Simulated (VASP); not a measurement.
**CoSi2: phonons from a supercell**

Aim: the phonon dispersion and thermal properties of CoSi2. The start is a cell from a database of measured crystal structures.

Main program and level: VASP 6.6.1; LDA, spin-polarised from a ferromagnetic start (one magnetic atom a cell); plane waves and PAW (Co, Si), in the first sound run; inputs show where later runs differ.

Report form: the programs' logs are mostly left out.

The database entry behind the starting cell differs from later determinations by our own check (0.1 to 0.3 % short, probably kX units), so it need not match the best structure at ambient conditions.

### Step 1. The structure

It takes space group Fm-3m (No. 225, cubic). The conventional cell has a = 5.356 Å, b = 5.356 Å, c = 5.356 Å, α = 90.00°, β = 90.00°, γ = 90.00°. Nearest to Co lie 8 Si at 2.32 Å. Si has 4 Co at 2.32 Å nearest. Farther neighbours are not listed.

As a file:

```xyz
3
Lattice="0.0000 2.6780 2.6780 2.6780 0.0000 2.6780 2.6780 2.6780 0.0000" Properties=species:S:1:pos:R:3 pbc="T T T"
Co    0.0000    0.0000    0.0000
Si    4.0170    4.0170    4.0170
Si    1.3390    1.3390    1.3390
```

### Step 2. Relax the host

Cell and atoms are relaxed first, so that later runs start from this functional's own cell.

INCAR reads:

```
SYSTEM = CoSi2
PREC = Accurate
ENCUT = 350
EDIFF = 1E-06
NELM = 120
ISMEAR = 0
SIGMA = 0.05
LREAL = .FALSE.
ALGO = Normal
GGA = CA
NBANDS = 18
ISPIN = 2
MAGMOM = 2 0 0
LASPH = .TRUE.
LMAXMIX = 4
LORBIT = 11
LWAVE = .FALSE.
LCHARG = .FALSE.
KPAR = 4
IBRION = 2
NSW = 40
ISIF = 3
EDIFFG = -0.02
POTIM = 0.4
```

POSCAR reads:

```
CoSi2
1.0
    0.0000000000      2.6780000000      2.6780000000
    2.6780000000      0.0000000000      2.6780000000
    2.6780000000      2.6780000000      0.0000000000
Co Si
1 2
Direct
    0.0000000000      0.0000000000      0.0000000000
    0.7500000000      0.7500000000      0.7500000000
    0.2500000000      0.2500000000      0.2500000000
```

KPOINTS reads:

```
Automatic mesh
0
Gamma
6 6 6
0 0 0
```

PAW data sets: Co and Si (LDA family, release 64).

Launch:

```console
> mpirun -np 4 vasp_std
```

Elapsed: 8.4 s, on 4 MPI ranks of Intel Xeon Platinum 8259CL at 2.50GHz (Skylake/Cascade Lake), shared host; peak memory 0.52 GiB.

The moments of the start collapse, so the state is non-magnetic; other starts or orders were not tried. The k-mesh is coarse for a metal. The run keeps the 48 symmetry operations of its start, so it cannot find a distortion of lower symmetry.

Step by step:

| step | energy less that of the first step (eV) | largest force (eV/Å) | pressure (GPa) | volume (Å³) |
| --- | --- | --- | --- | --- |
| 1 | 0.0000 | 0.0000 | -8.40 | 38.41 |
| 2 | -0.0224 | 0.0000 | 7.14 | 35.50 |
| 3 | -0.0477 | 0.0000 | -0.09 | 36.68 |

| conventional cell, symmetrised | before | after | change |
| --- | --- | --- | --- |
| a (Å) | 5.356 | 5.274 | -1.5 % |
| b (Å) | 5.356 | 5.274 | -1.5 % |
| c (Å) | 5.356 | 5.274 | -1.5 % |
| volume (Å³/atom) | 12.80 | 12.23 | -4.5 % |

The relaxed structure:

```xyz
3
Lattice="0.0000 2.6371 2.6371 2.6371 0.0000 2.6371 2.6371 2.6371 0.0000" Properties=species:S:1:pos:R:3 pbc="T T T"
Co    0.0000    0.0000    0.0000
Si    3.9557    3.9557    3.9557
Si    1.3186    1.3186    1.3186
```

This step gave:

* electronic cycles: 30
* electrons: 17
* free energy (TOTEN): -21.92 eV
* energy at zero smearing: -21.92 eV
* Fermi energy: 10.80 eV
* pressure: -0.08622 GPa
* labelled metallic, from the levels on this mesh: yes

The spin moment in the PAW sphere vanishes on all atoms.

The run ended after 3 ionic steps, 0.048 eV below its first step, once forces and stress met EDIFFG = -0.02.

### Step 3. Tight relaxation

Force constants are second derivatives, so residual forces and stress must first be far smaller than in an ordinary relaxation. Smearing and mesh differ from the relaxation before, which can move the cell too.

INCAR reads:

```
SYSTEM = CoSi2
PREC = Accurate
ENCUT = 350
EDIFF = 1E-08
NELM = 120
ISMEAR = 1
SIGMA = 0.2
LREAL = .FALSE.
ALGO = Fast
GGA = CA
NBANDS = 18
ISPIN = 2
MAGMOM = 2 0 0
LASPH = .TRUE.
LMAXMIX = 4
LORBIT = 11
LWAVE = .FALSE.
LCHARG = .FALSE.
KPAR = 4
IBRION = 1
NSW = 30
ISIF = 3
EDIFFG = -0.002
POTIM = 0.4
```

POSCAR reads:

```
CoSi2
1.0
    0.0000000000      2.6371234413      2.6371234413
    2.6371234413      0.0000000000      2.6371234413
    2.6371234413      2.6371234413      0.0000000000
Co Si
1 2
Direct
    0.0000000000      0.0000000000      0.0000000000
    0.7500000000      0.7500000000      0.7500000000
    0.2500000000      0.2500000000      0.2500000000
```

KPOINTS reads:

```
Automatic mesh
0
Gamma
11 11 11
0 0 0
```

Launch:

```console
> mpirun -np 4 vasp_std
```

Run time: 27 s. Hardware: 4 MPI ranks; peak memory 0.59 GiB.

Little changed from the start: no atom moved by 0.005 Å and no cell edge by 0.1 %.

This step gave:

| Property | Result |
| --- | --- |
| electronic cycles | 46 |
| free energy (TOTEN) | -21.93 eV |
| energy at zero smearing | -21.93 eV |
| Fermi energy | 10.64 eV |
| pressure | 0.002357 GPa |

The run ended after 5 ionic steps, 0.000 eV below its first step, once forces and stress met EDIFFG = -0.002.

### Step 4. Force constants in the supercell

This step: LDA, spin-polarised from a ferromagnetic start; plane waves and PAW (Co, Si) (VASP 6.6.1).

System of this step: CoSi2. The structure is cubic, space group Fm-3m (No. 225). Conventional cell: a = 5.274 Å, b = 5.274 Å, c = 5.274 Å, α = 90.00°, β = 90.00°, γ = 90.00°. Nearest to Co lie 8 Si at 2.28 Å. Nearest to Si lie 4 Co at 2.28 Å. Farther neighbours are not listed.

Each independent atom is moved by 0.015 Å both ways; the forces give the force constants out to half the supercell.

INCAR reads:

```
SYSTEM = CoSi2
PREC = Accurate
ENCUT = 350
EDIFF = 1E-07
NELM = 120
ISMEAR = 1
SIGMA = 0.2
LREAL = .FALSE.
ALGO = Fast
GGA = CA
NBANDS = 114
ISPIN = 2
MAGMOM = 2 2 2 2 2 2 2 2 0 0 0 0 0 0 0 0 0 0 0 0 0 0 0 0
LASPH = .TRUE.
LMAXMIX = 4
LWAVE = .FALSE.
LCHARG = .FALSE.
KPAR = 4
IBRION = 6
NSW = 1
NFREE = 2
POTIM = 0.015
ISIF = 0
ADDGRID = .TRUE.
```

POSCAR reads:

```
CoSi2
1.0
    0.0000000000      5.2737094780      5.2737094780
    5.2737094780      0.0000000000      5.2737094780
    5.2737094780      5.2737094780      0.0000000000
Co Si
8 16
Direct
    0.0000000000      0.0000000000      0.0000000000
    0.0000000000      0.0000000000      0.5000000000
    0.0000000000      0.5000000000      0.0000000000
    0.0000000000      0.5000000000      0.5000000000
    0.5000000000      0.0000000000      0.0000000000
    0.5000000000      0.0000000000      0.5000000000
    0.5000000000      0.5000000000      0.0000000000
    0.5000000000      0.5000000000      0.5000000000
    0.3750000000      0.3750000000      0.3750000000
    0.3750000000      0.3750000000      0.8750000000
    0.3750000000      0.8750000000      0.3750000000
    0.3750000000      0.8750000000      0.8750000000
    0.8750000000      0.3750000000      0.3750000000
    0.8750000000      0.3750000000      0.8750000000
    0.8750000000      0.8750000000      0.3750000000
    0.8750000000      0.8750000000      0.8750000000
    0.1250000000      0.1250000000      0.1250000000
    0.1250000000      0.1250000000      0.6250000000
    0.1250000000      0.6250000000      0.1250000000
    0.1250000000      0.6250000000      0.6250000000
    0.6250000000      0.1250000000      0.1250000000
    0.6250000000      0.1250000000      0.6250000000
    0.6250000000      0.6250000000      0.1250000000
    0.6250000000      0.6250000000      0.6250000000
```

KPOINTS reads:

```
Automatic mesh
0
Gamma
5 5 5
0 0 0
```

Launch:

```console
> mpirun -np 4 vasp_std
```

Wall time 19 min (4 MPI ranks); peak memory 5.1 GiB.

The magnetic state follows from one typed start and may not be the lowest. The last energy, forces, stress and levels in OUTCAR belong to the last displaced cell, not to the cell of POSCAR.

This step gave:

```
electrons          : 136
lowest frequency   : -3.39e-6 cm⁻¹
highest frequency  : 413.8 cm⁻¹
dynamically stable : yes
zero point energy  : 55.24 meV/atom
heat capacity 300  : 20.91 J/K/mol of atoms
entropy 300        : 19.86 J/K/mol of atoms
```

No long-range dipole term. The phonon branches at the labelled points (cm⁻¹):

| point | branch 1 | branch 2 | branch 3 | branch 4 | branch 5 | branch 6 | branch 7 | branch 8 | branch 9 |
| --- | --- | --- | --- | --- | --- | --- | --- | --- | --- |
| Γ | 0 | 0 | 0 | 345 | 345 | 345 | 352 | 352 | 352 |
| 0.53 of the way | 134 | 134 | 222 | 310 | 314 | 314 | 383 | 389 | 389 |
| X | 197 | 197 | 270 | 281 | 281 | 299 | 398 | 401 | 401 |
| 0.47 of the way | 202 | 208 | 264 | 274 | 281 | 323 | 391 | 392 | 409 |
| W | 208 | 236 | 236 | 279 | 281 | 363 | 363 | 386 | 414 |
| 0.47 of the way | 193 | 236 | 244 | 280 | 285 | 347 | 376 | 389 | 411 |
| K | 179 | 241 | 245 | 282 | 289 | 338 | 380 | 396 | 405 |
| 0.47 of the way | 111 | 148 | 237 | 314 | 322 | 342 | 371 | 378 | 393 |
| Γ | 0 | 0 | 0 | 345 | 345 | 345 | 352 | 352 | 352 |
| 0.47 of the way | 86 | 86 | 196 | 333 | 333 | 333 | 367 | 367 | 385 |
| L | 124 | 124 | 314 | 328 | 328 | 358 | 370 | 376 | 376 |
| 0.53 of the way | 148 | 180 | 287 | 303 | 309 | 355 | 372 | 387 | 394 |
| U | 179 | 241 | 245 | 282 | 289 | 338 | 380 | 396 | 405 |
| 0.47 of the way | 190 | 237 | 244 | 280 | 286 | 345 | 377 | 390 | 410 |
| W | 208 | 236 | 236 | 279 | 281 | 363 | 363 | 386 | 414 |
| 0.47 of the way | 158 | 190 | 280 | 298 | 303 | 362 | 364 | 388 | 399 |
| L | 124 | 124 | 314 | 328 | 328 | 358 | 370 | 376 | 376 |
| 0.53 of the way | 148 | 180 | 287 | 303 | 309 | 355 | 372 | 387 | 394 |
| K | 179 | 241 | 245 | 282 | 289 | 338 | 380 | 396 | 405 |
| jump to U | 179 | 241 | 245 | 282 | 289 | 338 | 380 | 396 | 405 |
| 0.53 of the way | 193 | 209 | 268 | 274 | 283 | 313 | 391 | 400 | 405 |
| X | 197 | 197 | 270 | 281 | 281 | 299 | 398 | 401 | 401 |

The phonon density of states has structure finer than the step of the table below, so its rows give means over 20 cm⁻¹, whole bins alone (the curve runs from -26.7 to 439 cm⁻¹). Peaks (cm⁻¹: height): 173.4: 0.0198, 322.9: 0.0478, 388.3: 0.112.

Phonon density of states against frequency; means over each step:

| frequency (cm⁻¹) | phonon density of states (states/cm⁻¹/cell) |
| --- | --- |
| 0 | 1.7e-5 |
| 20 | 1.9e-4 |
| 40 | 7.4e-4 |
| 60 | 0.00169 |
| 80 | 0.00377 |
| 100 | 0.00663 |
| 120 | 0.0134 |
| 140 | 0.0182 |
| 160 | 0.0186 |
| 180 | 0.0185 |
| 200 | 0.0148 |
| 220 | 0.00967 |
| 240 | 0.00669 |
| 260 | 0.0198 |
| 280 | 0.0341 |
| 300 | 0.0440 |
| 320 | 0.0462 |
| 340 | 0.0300 |
| 360 | 0.0289 |
| 380 | 0.0795 |
| 400 | 0.0518 |
| 420 | 0.00270 |

The heat capacity at constant volume by temperature:

| temperature (K) | heat capacity at constant volume (J/K/mol of atoms) |
| --- | --- |
| 0 | 0 |
| 25 | 0.224 |
| 75 | 4.37 |
| 100 | 7.60 |
| 150 | 13.3 |
| 175 | 15.4 |
| 200 | 17.1 |
| 250 | 19.4 |
| 275 | 20.2 |
| 300 | 20.9 |
| 350 | 21.9 |
| 375 | 22.2 |
| 425 | 22.8 |
| 450 | 23.0 |
| 475 | 23.2 |
| 525 | 23.5 |
| 550 | 23.6 |
| 575 | 23.7 |
| 625 | 23.9 |
| 650 | 24.0 |
| 700 | 24.1 |
| 725 | 24.2 |
| 750 | 24.2 |
| 800 | 24.3 |
| 825 | 24.3 |
| 850 | 24.4 |
| 900 | 24.4 |
| 925 | 24.5 |
| 975 | 24.5 |
| 1000 | 24.5 |

Vibrational entropy against temperature:

| temperature (K) | vibrational entropy (J/K/mol of atoms) |
| --- | --- |
| 0 | 0 |
| 25 | 0.0655 |
| 75 | 1.77 |
| 100 | 3.46 |
| 150 | 7.69 |
| 175 | 9.91 |
| 200 | 12.1 |
| 250 | 16.2 |
| 275 | 18.1 |
| 300 | 19.9 |
| 350 | 23.2 |
| 375 | 24.7 |
| 425 | 27.5 |
| 450 | 28.8 |
| 475 | 30.1 |
| 525 | 32.4 |
| 550 | 33.5 |
| 575 | 34.5 |
| 625 | 36.5 |
| 650 | 37.5 |
| 700 | 39.3 |
| 725 | 40.1 |
| 750 | 40.9 |
| 800 | 42.5 |
| 825 | 43.2 |
| 850 | 44.0 |
| 900 | 45.4 |
| 925 | 46.0 |
| 975 | 47.3 |
| 1000 | 47.9 |

### Step 5. What came out

```yaml
highest_frequency: 414 cm⁻¹
lowest_frequency: -3.4e-6 cm⁻¹
zero_point_energy: 55.2 meV/atom
heat_capacity_300: 20.9 J/K/mol of atoms
entropy_300: 19.9 J/K/mol of atoms
```

**Reading.** The spectrum reaches 414 cm⁻¹, and its lowest point lies at 0 cm⁻¹. No mode is imaginary, so the structure is a local minimum as far as this supercell can tell. Frequencies between the wave vectors that fit the supercell are interpolated.

[Lines on the potential files, build, host, timing and source positions are cut from VASP's logs without a mark.]

[Logs are printed without paths, hosts, clocks, repeated set-up lines and the standing remarks that a program may print on its own settings, such as how far it seeks lower states.]

[Hosts, paths, dates, database ids (printed as entryN), source tags and the programs' standing remarks are cut or masked in the printed files.]

[Runs that stopped without an error message from VASP are left out.]
